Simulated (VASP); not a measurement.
An input for Ansatz (written as the equivalent of a VASP run, and not itself run):

Ansatz 0.2 input:
```yaml
crystal:
  lattice:
    - [2.8332780, 0.0000000, 0.0000000]
    - [-1.4166390, 2.4536900, 0.0000000]
    - [0.0000000, 0.0000000, 2.7651390]
  atoms:
    - { symbol: B, position: [0.0000000, 0.0000000, 0.0000000] }
    - { symbol: P, position: [0.6666670, 0.3333330, 0.5000000] }
kpoints:
  mp_grid: { grid: [9, 9, 8] }
hamiltonian:
  xc: pbe
  pseudopotentials: { kind: paw }
scf:
  occupations: { method: gaussian, width: 0.1 }
  max_iter: 100
output: { forces: true, stress: true, eigenvalues: true }
```

### Question
Write the VASP files for the same calculation (PBE).

### Answer
Several could match; the one computed here: 
File KPOINTS:
```
Automatic mesh
0
Gamma
9 9 8
0 0 0
```

### POSCAR
```
BP
1
    2.8332780000     0.0000000000     0.0000000000
   -1.4166390000     2.4536900000     0.0000000000
    0.0000000000     0.0000000000     2.7651390000
B P
1 1
Direct
  0.0000000000   0.0000000000   0.0000000000
  0.6666670000   0.3333330000   0.5000000000
```

INCAR:
```
LASPH=T
SYSTEM=BP
ISMEAR=0   ! Gaussian
NELM=100
ENCUT=400
EDIFF=1E-6   ! SCF stop (eV)
ISIF=2
SIGMA=0.1   ! width (eV)
LREAL=F   ! projection in real space or not
GGA=PE   ! PBE
LCHARG=F
ALGO=Normal   ! blocked Davidson
PREC=Accurate
LWAVE=F
```

POTCAR, in this order: B P (PBE.64 set). Program: vasp_std.

Limits of the translation: each code has its own PAW files, so the cut-off isn't converted (ENCUT is set for VASP's; basis.ecutwfc is left out, and Ansatz then takes the one that its files recommend); Ansatz stops its SCF on the density residual and VASP on the energy change (EDIFF).

The structure was generated: BP was put into an ordered model structure, which need not be its known phase. The cell was not relaxed at this level.
